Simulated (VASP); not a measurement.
Data:

```
CELL_PARAMETERS angstrom
      2.82139     0.00000     0.00000
      0.00000     2.82139     0.00000
      0.00000     0.00000     2.82139
ATOMIC_POSITIONS crystal
  Al 0.50000 0.50000 0.50000
  Ni 0.00000 0.00000 0.00000
```

These are PBE GGA, VASP's PBE PAW potentials (set 64) (plane waves; VASP) values and carry that method's errors. Run with 300 eV cut-off, 9×9×9 Γ-centred mesh, Gaussian smearing of 0.27 eV, potentials Al Ni.

At this cut-off the stress carries a Pulay error, which pulls relaxed volumes low.

Task: Give the stress tensor in GPa (positive for a compressed cell).

Result: 
```
14.07   0.00   0.00
 0.00  14.07   0.00
 0.00   0.00  14.07
```
The pressure is its mean diagonal, 14.07 GPa.

The structure comes from a computed database's AlNi entry; how it stands against other phases isn't given here. The cell was not relaxed at this level. The run is not spin-polarised, so no magnetic state was tried. The electron count is odd and the run is not spin-polarised, which forces a metal.
